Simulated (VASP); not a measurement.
These are PBE GGA, VASP's PBE PAW potentials (set 64) (plane waves; VASP) values and carry that method's errors.

VASP ran on this input.

### INCAR
```
SYSTEM = Ga35ZnN36
PREC = Normal; ENCUT = 400; LREAL = Auto
LASPH = .True.; ISYM = 0; NELECT = 296.0
EDIFF = 1E-5; NELM = 100; NELMIN = 4
ALGO = Fast; LMAXMIX = 4
ISMEAR = 0; SIGMA = 0.05
GGA = PE
IBRION = 2; NSW = 60; ISIF = 2
EDIFFG = -0.03
LWAVE = .True.; LCHARG = .False.
```

POSCAR:
```
Ga35ZnN36
1.0
  4.8683178927  -8.4321738171   0.0000000000
  4.8683178927   8.4321738171   0.0000000000
  0.0000000000   0.0000000000  10.5562839806
Ga N Zn
35 36 1
Cartesian
  1.6227710081  -0.9369072650   2.6390709951
  1.6227710081   0.9369072650   0.0000000000
  1.6227710081  -0.9369072650   7.9172129854
  1.6004887171   0.9578274882   5.2702670025
  3.2014691344   1.8993724488   2.5947029336
  3.2455468846   3.7476374921   0.0000000000
  3.2602345997   1.8338797548   7.9022863999
  3.2339164731   3.7420975539   5.3266586715
  4.8683178927   4.6845447571   2.6390709951
  4.8683178927   6.5583592871   0.0000000000
  4.8683178927   4.6845447571   7.9172129854
  4.8683178927   6.5583592871   5.2781419903
  3.2455468846  -3.7476374921   2.6390709951
  3.2455420163  -1.8738145300   0.0000000000
  3.2455468846  -3.7476374921   7.9172129854
  3.2358443270  -1.9192808112   5.2536936366
  4.8932826269  -0.9266621738   2.6806944229
  4.8683178927   0.9369156972   0.0000000000
  4.8189190710  -0.9258105242   7.9540121914
  6.5344510083   1.8690081909   2.6280713472
  6.4910889008   3.7476374921   0.0000000000
  6.4429509735   1.8943468732   7.9468550309
  6.4787087684   3.7219277942   5.2540208814
  4.8683178927  -6.5583592871   2.6390709951
  4.8683178927  -4.6845447571   0.0000000000
  4.8683178927  -6.5583592871   7.9172129854
  4.8683178927  -4.6845447571   5.2781419903
  6.4910889008  -3.7476374921   2.6390709951
  6.4910937691  -1.8738145300   0.0000000000
  6.4910889008  -3.7476374921   7.9172129854
  6.4693956763  -1.8785281151   5.2507906585
  8.1138647773  -0.9369072650   2.6390709951
  8.1138647773   0.9369072650   0.0000000000
  8.1138647773  -0.9369072650   7.9172129854
  8.1188255932   0.9537969091   5.2790603870
  1.6227710081  -0.9369072650   4.6289305255
  1.6227710081   0.9369072650   1.9898595303
  1.6227710081  -0.9369072650   9.9070725158
  1.6227710081   0.9369072650   7.2680015206
  3.2502983628   1.8680384909   4.5817439361
  3.2455468846   3.7476374921   1.9898595303
  3.2455420163   1.8738145300   9.9070725158
  3.2455468846   3.7476374921   7.2680015206
  4.8683178927   4.6845447571   4.6289305255
  4.8683178927   6.5583592871   1.9898595303
  4.8683178927   4.6845447571   9.9070725158
  4.8683178927   6.5583592871   7.2680015206
  3.2455468846  -3.7476374921   4.6289305255
  3.2455420163  -1.8738145300   1.9898595303
  3.2455468846  -3.7476374921   9.9070725158
  3.2455420163  -1.8738145300   7.2680015206
  4.8492389549  -0.9093340566   4.5998057380
  4.8683178927   0.9369156972   1.9898595303
  4.8683178927  -0.9369156972   9.9070725158
  4.8923284365   0.9345715528   7.2884173739
  6.4641281563   1.8310381122   4.6356232095
  6.4910889008   3.7476374921   1.9898595303
  6.4910937691   1.8738145300   9.9070725158
  6.4910889008   3.7476374921   7.2680015206
  4.8683178927  -6.5583592871   4.6289305255
  4.8683178927  -4.6845447571   1.9898595303
  4.8683178927  -6.5583592871   9.9070725158
  4.8683178927  -4.6845447571   7.2680015206
  6.4910889008  -3.7476374921   4.6289305255
  6.4910937691  -1.8738145300   1.9898595303
  6.4910889008  -3.7476374921   9.9070725158
  6.4910937691  -1.8738145300   7.2680015206
  8.1138647773  -0.9369072650   4.6289305255
  8.1138647773   0.9369072650   1.9898595303
  8.1138647773  -0.9369072650   9.9070725158
  8.1138647773   0.9369072650   7.2680015206
  4.8438107804   0.9742364985   5.2706681412
```

KPOINTS:
```
Automatic mesh
0
Gamma
1 1 1
0 0 0
```

POTCAR, in this order: Ga N Zn (PBE.64 set). Program: vasp_gam.

Output of the run:

### OSZICAR
```
...
RMM:  16    -0.431305082759E+03   -0.31532E-03   -0.26429E-03   417   0.108E-01    0.476E-02
RMM:  17    -0.431305213001E+03   -0.13024E-03   -0.60464E-04   408   0.489E-02    0.614E-02
RMM:  18    -0.431305128382E+03    0.84619E-04   -0.30993E-04   377   0.345E-02    0.252E-02
RMM:  19    -0.431305127738E+03    0.64437E-06   -0.17931E-04   383   0.259E-02    0.764E-03
RMM:  20    -0.431305133875E+03   -0.61367E-05   -0.54250E-05   290   0.134E-02
   1 F= -.43130513E+03 E0= -.43127097E+03  d E =-.431305E+03
       N       E                     dE             d eps       ncg     rms          rms(c)
DAV:   1    -0.431503764729E+03   -0.19864E+00   -0.90431E+01   404   0.231E+01    0.235E+00
RMM:   2    -0.431659125291E+03   -0.15536E+00   -0.19830E+00   370   0.341E+00    0.175E+00
RMM:   3    -0.431668236277E+03   -0.91110E-02   -0.28615E-01   398   0.128E+00    0.946E-01
RMM:   4    -0.431662411947E+03    0.58243E-02   -0.76461E-02   385   0.584E-01    0.874E-01
RMM:   5    -0.431656231493E+03    0.61805E-02   -0.25773E-02   371   0.389E-01    0.225E-01
RMM:   6    -0.431656466861E+03   -0.23537E-03   -0.10396E-02   413   0.253E-01    0.183E-01
RMM:   7    -0.431656679468E+03   -0.21261E-03   -0.31679E-03   439   0.101E-01    0.931E-02
RMM:   8    -0.431656570405E+03    0.10906E-03   -0.81137E-04   370   0.588E-02    0.755E-02
RMM:   9    -0.431656589964E+03   -0.19559E-04   -0.30580E-04   395   0.406E-02    0.116E-02
RMM:  10    -0.431656593632E+03   -0.36676E-05   -0.77742E-05   306   0.168E-02
   2 F= -.43165659E+03 E0= -.43162321E+03  d E =-.351460E+00
       N       E                     dE             d eps       ncg     rms          rms(c)
DAV:   1    -0.431675537907E+03   -0.18948E-01   -0.39314E+00   404   0.482E+00    0.450E-01
RMM:   2    -0.431681763800E+03   -0.62259E-02   -0.80556E-02   370   0.689E-01    0.327E-01
RMM:   3    -0.431682064674E+03   -0.30087E-03   -0.12117E-02   398   0.261E-01    0.165E-01
RMM:   4    -0.431681825232E+03    0.23944E-03   -0.29282E-03   379   0.114E-01    0.139E-01
RMM:   5    -0.431681685937E+03    0.13929E-03   -0.84514E-04   380   0.694E-02    0.440E-02
RMM:   6    -0.431681684796E+03    0.11414E-05   -0.34715E-04   409   0.468E-02    0.333E-02
RMM:   7    -0.431681691429E+03   -0.66332E-05   -0.92936E-05   330   0.177E-02
   3 F= -.43168169E+03 E0= -.43164798E+03  d E =-.376558E+00
       N       E                     dE             d eps       ncg     rms          rms(c)
DAV:   1    -0.431708198655E+03   -0.26514E-01   -0.82684E+00   386   0.723E+00    0.583E-01
RMM:   2    -0.431719259082E+03   -0.11060E-01   -0.14323E-01   370   0.906E-01    0.378E-01
RMM:   3    -0.431719951128E+03   -0.69205E-03   -0.21652E-02   386   0.355E-01    0.219E-01
RMM:   4    -0.431719529125E+03    0.42200E-03   -0.45523E-03   371   0.165E-01    0.120E-01
RMM:   5    -0.431719469854E+03    0.59271E-04   -0.15457E-03   402   0.962E-02    0.573E-02
RMM:   6    -0.431719500094E+03   -0.30240E-04   -0.41934E-04   421   0.417E-02    0.259E-02
RMM:   7    -0.431719498770E+03    0.13238E-05   -0.79959E-05   347   0.232E-02
   4 F= -.43171950E+03 E0= -.43168616E+03  d E =-.378073E-01
       N       E                     dE             d eps       ncg     rms          rms(c)
DAV:   1    -0.431719775500E+03   -0.27541E-03   -0.99246E-02   436   0.791E-01    0.672E-02
RMM:   2    -0.431719920553E+03   -0.14505E-03   -0.17824E-03   370   0.985E-02    0.440E-02
RMM:   3    -0.431719933132E+03   -0.12579E-04   -0.27478E-04   388   0.389E-02    0.256E-02
RMM:   4    -0.431719929167E+03    0.39648E-05   -0.55770E-05   338   0.179E-02
   5 F= -.43171993E+03 E0= -.43168658E+03  d E =-.382377E-01
       N       E                     dE             d eps       ncg     rms          rms(c)
DAV:   1    -0.431725558849E+03   -0.56257E-02   -0.22690E+00   372   0.379E+00    0.272E-01
RMM:   2    -0.431728560585E+03   -0.30017E-02   -0.37411E-02   370   0.446E-01    0.144E-01
RMM:   3    -0.431728899173E+03   -0.33859E-03   -0.64747E-03   405   0.185E-01    0.110E-01
RMM:   4    -0.431728808042E+03    0.91131E-04   -0.91832E-04   385   0.779E-02    0.678E-02
RMM:   5    -0.431728727935E+03    0.80107E-04   -0.43828E-04   370   0.496E-02    0.249E-02
RMM:   6    -0.431728733694E+03   -0.57591E-05   -0.11954E-04   371   0.241E-02    0.137E-02
RMM:   7    -0.431728732561E+03    0.11330E-05   -0.25174E-05   249   0.137E-02
   6 F= -.43172873E+03 E0= -.43169550E+03  d E =-.880339E-02
       N       E                     dE             d eps       ncg     rms          rms(c)
DAV:   1    -0.431728890173E+03   -0.15648E-03   -0.15453E-01   404   0.990E-01    0.721E-02
RMM:   2    -0.431729104955E+03   -0.21478E-03   -0.26057E-03   370   0.118E-01    0.379E-02
RMM:   3    -0.431729130741E+03   -0.25786E-04   -0.45667E-04   405   0.493E-02    0.295E-02
RMM:   4    -0.431729124917E+03    0.58246E-05   -0.64837E-05   344   0.207E-02
   7 F= -.43172912E+03 E0= -.43169588E+03  d E =-.919575E-02
       N       E                     dE             d eps       ncg     rms          rms(c)
DAV:   1    -0.431730773545E+03   -0.16428E-02   -0.70965E-01   372   0.214E+00    0.140E-01
RMM:   2    -0.431731574867E+03   -0.80132E-03   -0.10290E-02   370   0.234E-01    0.676E-02
RMM:   3    -0.431731664942E+03   -0.90075E-04   -0.17819E-03   404   0.937E-02    0.510E-02
RMM:   4    -0.431731643055E+03    0.21887E-04   -0.27237E-04   396   0.397E-02    0.352E-02
RMM:   5    -0.431731623031E+03    0.20025E-04   -0.11785E-04   368   0.259E-02    0.122E-02
RMM:   6    -0.431731624567E+03   -0.15370E-05   -0.29608E-05   252   0.132E-02
   8 F= -.43173162E+03 E0= -.43169825E+03  d E =-.249965E-02
       N       E                     dE             d eps       ncg     rms          rms(c)
DAV:   1    -0.431731638109E+03   -0.15078E-04   -0.81523E-03   436   0.230E-01    0.166E-02
RMM:   2    -0.431731649863E+03   -0.11754E-04   -0.13542E-04   370   0.271E-02    0.841E-03
RMM:   3    -0.431731651539E+03   -0.16760E-05   -0.22606E-05   245   0.112E-02    0.670E-03
RMM:   4    -0.431731651505E+03    0.34119E-07   -0.48549E-06   218   0.578E-03
   9 F= -.43173165E+03 E0= -.43169826E+03  d E =-.252659E-02
       N       E                     dE             d eps       ncg     rms          rms(c)
DAV:   1    -0.431732541923E+03   -0.89038E-03   -0.29473E-01   372   0.135E+00    0.884E-02
RMM:   2    -0.431732838359E+03   -0.29644E-03   -0.39061E-03   370   0.150E-01    0.527E-02
RMM:   3    -0.431732879607E+03   -0.41248E-04   -0.72133E-04   412   0.585E-02    0.328E-02
RMM:   4    -0.431732869859E+03    0.97478E-05   -0.10621E-04   377   0.232E-02    0.261E-02
RMM:   5    -0.431732862792E+03    0.70674E-05   -0.44789E-05   304   0.154E-02
  10 F= -.43173286E+03 E0= -.43169946E+03  d E =-.121129E-02
       N       E                     dE             d eps       ncg     rms          rms(c)
DAV:   1    -0.431732864717E+03    0.51423E-05   -0.14398E-03   428   0.979E-02    0.105E-02
RMM:   2    -0.431732866950E+03   -0.22331E-05   -0.33627E-05   256   0.145E-02    0.547E-03
RMM:   3    -0.431732867371E+03   -0.42086E-06   -0.54359E-06   210   0.629E-03    0.394E-03
RMM:   4    -0.431732867415E+03   -0.44342E-07   -0.14174E-06   190   0.337E-03
  11 F= -.43173287E+03 E0= -.43169944E+03  d E =-.121591E-02
       N       E                     dE             d eps       ncg     rms          rms(c)
DAV:   1    -0.431733260322E+03   -0.39295E-03   -0.18705E-01   372   0.109E+00    0.734E-02
RMM:   2    -0.431733476364E+03   -0.21604E-03   -0.27471E-03   370   0.123E-01    0.397E-02
RMM:   3    -0.431733503938E+03   -0.27574E-04   -0.49328E-04   410   0.493E-02    0.274E-02
RMM:   4    -0.431733496377E+03    0.75619E-05   -0.71181E-05   352   0.216E-02
  12 F= -.43173350E+03 E0= -.43170011E+03  d E =-.628962E-03
```

OUTCAR:
```
------------------------ aborting loop because EDIFF is reached ----------------------------------------
  FORCE on cell =-STRESS in cart. coord.  units (eV):
  Direction    XX          YY          ZZ          XY          YZ          ZX
  --------------------------------------------------------------------------------------
  Total      -18.6762948    -18.2216220    -23.8853906     -0.0239577     -0.0391505     -0.0174300
  in kB      -34.5256420    -33.6851181    -44.1553559     -0.0442890     -0.0723749     -0.0322217
  external PRESSURE =     -37.4553720 kB  Pullay stress =       0.0000000 kB
  volume of cell :      866.68
      direct lattice vectors                 reciprocal lattice vectors
     4.868317893 -8.432173817  0.000000000     0.102704879 -0.059296690  0.000000000
     4.868317893  8.432173817  0.000000000     0.102704879  0.059296690  0.000000000
     0.000000000  0.000000000 10.556283981     0.000000000  0.000000000  0.094730305
  FREE ENERGIE OF THE ION-ELECTRON SYSTEM (eV)
  ---------------------------------------------------
  free  energy   TOTEN  =      -431.7334963766 eV

  energy  without entropy=     -431.6667313174  energy(sigma->0) =     -431.70011385

 reached required accuracy - stopping structural energy minimisation
```
(Selected blocks of OUTCAR.)

File CONTCAR:
```
Ga35ZnN36
   1.00000000000000
     4.8683178927000004   -8.4321738171000007    0.0000000000000000
     4.8683178927000004    8.4321738171000007    0.0000000000000000
     0.0000000000000000    0.0000000000000000   10.5562839805999999
  Ga              N               Zn
    35    36     1
Direct
     0.2220399229889168    0.1108736418056989    0.2497955437803990
     0.1110338678454035    0.2219379357486298    0.9996610181267535
     0.2220443958826588    0.1108417060856804    0.7500452838743161
     0.1113918395175128    0.2224183170927753    0.5000915146534908
     0.2213921078767798    0.4441366587647013    0.2500887028170866
     0.1109189316061930    0.5556830492252465    0.9996894286510524
     0.2227734264555798    0.4445738524574165    0.7504678109252079
     0.1113123599855224    0.5551961510500921    0.5003521794211532
     0.2220811359268522    0.7777369550271894    0.2499210986066254
     0.1110360844522989    0.8887484942754537    0.9997267197747218
     0.2221155476316171    0.7774932811725428    0.7501608884138860
     0.1108642595813486    0.8884880776186713    0.5003565088179015
     0.5555450830505028    0.1110744127827195    0.2501018036247675
     0.4442400279254347    0.2219786513409853    0.9997875269102576
     0.5554455328810718    0.1107979729981976    0.7502834628542598
     0.4441388311520965    0.2224414701298900    0.5004203061591510
     0.5554338813437192    0.4441206841871671    0.2503015701173160
     0.4443453401633262    0.5554423818125832    0.9994766626836923
     0.5547257805318633    0.4444807749860475    0.7504655527036797
     0.5556882175705624    0.7780013595706725    0.2503005621598876
     0.4442531414680832    0.8888621497423820    0.9999071343706615
     0.5547187470467693    0.7762277430743836    0.7504552293944684
     0.4441419054677213    0.8875773218886082    0.5003598346868018
     0.8887109990484361    0.1109934855624791    0.2499170899461204
     0.7777509178827067    0.2221910737225292    0.9999679292449928
     0.8887299158435634    0.1109803588874097    0.7500734215544639
     0.7775556910165259    0.2219618262750616    0.5001460521917729
     0.8885779769681763    0.4444518140577236    0.2500740391533097
     0.7779012898358754    0.5556926157914919    0.0000492020164871
     0.8885447471116110    0.4440569279091706    0.7502475808820273
     0.7763865004641202    0.5551494445147332    0.5005054156694067
     0.8888463550379275    0.7778108056169935    0.2500748490824538
     0.7780181718535231    0.8889018255467305    0.9996506377569458
     0.8884427349909185    0.7773325296849842    0.7502848911314336
     0.7765073085670025    0.8874745550194532    0.5004655660382090
     0.2218897434551678    0.1105573187444346    0.4382152759452819
     0.1107096356221461    0.2215149567968072    0.1877933019101130
     0.2220993823295188    0.1108504431242985    0.9380006337959367
     0.1108749147288665    0.2218153978298873    0.6881722717574668
     0.2162681446206193    0.4413741357468610    0.4360689845998772
     0.1104947020171717    0.5558628767913626    0.1877815396665778
     0.2213057521462686    0.4439740542786962    0.9388767621735551
     0.1107876151741580    0.5552858703770032    0.6884507390410259
     0.2218798937799265    0.7773460581007253    0.4383383256711599
     0.1110020913717284    0.8887210985045850    0.1881705168604525
     0.2221688976707851    0.7778060080004358    0.9380620400080996
     0.1107545880278711    0.8884428092047308    0.6883244133359545
     0.5552187293621708    0.1106194084444449    0.4384053905446007
     0.4440285550028080    0.2215567356924872    0.1879041682693977
     0.5556429891932109    0.1110864451128232    0.9382901546940787
     0.4441702171566939    0.2216783937881006    0.6883340807389363
     0.5576028605527128    0.4414143469739589    0.4362551649434253
     0.4440985072713119    0.5554065299774423    0.1877479877244961
     0.5558934073246498    0.4439881947837711    0.9389239978620948
     0.4440404324283481    0.5550073085859941    0.6926862164298031
     0.5577634748815019    0.7823844113948684    0.4362597756896396
     0.4440852817879745    0.8890315613692005    0.1879993196283961
     0.5558463075104935    0.7783819130749180    0.9389197949811450
     0.4442365133072854    0.8885382785128285    0.6883978614208891
     0.8884208029317108    0.1104889275562899    0.4382810835412807
     0.7777631152675000    0.2222865090028660    0.1883744793185273
     0.8887670033957233    0.1111480137711802    0.9380696276286387
     0.7775789698858232    0.2219814582825652    0.6882548970535348
     0.8883293211965770    0.4441813408501832    0.4383800842781265
     0.7780915893665064    0.5559246081949742    0.1880591732400485
     0.8886491227965347    0.4442596215175931    0.9381996288183246
     0.7774520900133161    0.5552058596212529    0.6884577296030769
     0.8886301744095865    0.7774159089362692    0.4384755143526797
     0.7782739388129577    0.8890488382785178    0.1877475513417794
     0.8889102300691517    0.7776565313031776    0.9381448082085075
     0.7775259177707234    0.8886021754472432    0.6885014965768550
     0.4437221103882639    0.5548363466007277    0.5019561901509928
```

At this cut-off the stress carries a Pulay error, which pulls relaxed volumes low. The cell is charged, with a uniform compensating background. The supercell is sampled at Γ alone, which is coarse: total energies, pressure and levels can be off, energies of defects by several tenths of an eV.

The cell is a supercell with a defect, built from GaN (wurtzite): Zn_Ga, charge +1. The run is not spin-polarised, so no state with unpaired spins was tried.
